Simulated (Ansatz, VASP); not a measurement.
KMg6Cd: VASP beside Ansatz

```xyz
8
Lattice="5.3358 0.0000 0.0000 0.0000 3.3916 5.7961 0.0000 -3.3916 5.7961" Properties=species:S:1:pos:R:3 pbc="T T T"
Cd    2.6679    0.0000    7.6125
K     0.0000    0.0000    9.6399
Mg    2.6679    0.0000    1.9351
Mg    2.6679    1.5933    4.8921
Mg    2.6679   -1.5933    4.8921
Mg    0.0000    0.0000    3.9035
Mg    0.0000    1.6715    6.7469
Mg    0.0000   -1.6715    6.7469
```

The cell comes from a database or a generator and needn't be the stable form of this composition.

Alike in both runs: task single point; functional PBE; k mesh 5 × 5 × 5; occupations fermi-dirac, width 0.05 eV; no spin polarisation.

|  | VASP | Ansatz |
| --- | --- | --- |
| version | VASP 6.6.1 | Ansatz 0.2.0 |
| potentials or method | VASP PAW PBE potentials, release 64 (Cd, K_sv, Mg) | Ansatz PAW |
| plane-wave cutoff (eV) | 520 | 420 |
| valence electrons in the cell | 33 | 89 |

Ansatz gave:

* gap on the k mesh at the Fermi level (eV): none
* pressure (GPa): -0.1
* largest component of the traceless stress (GPa): 0.36
* rms of the force components (eV/Å): 0.041

Question: What did VASP give for the same quantities?

Answer: gap on the k mesh at the Fermi level (eV): none; pressure (GPa): -0.1; largest component of the traceless stress (GPa): 0.36; rms of the force components (eV/Å): 0.043.

Atom by atom the forces differ by 0.002 eV/Å (rms over components). A gap of «none» marks a metal or a gap that the smearing closes. The two sets of potentials don't hold the same shells in valence.
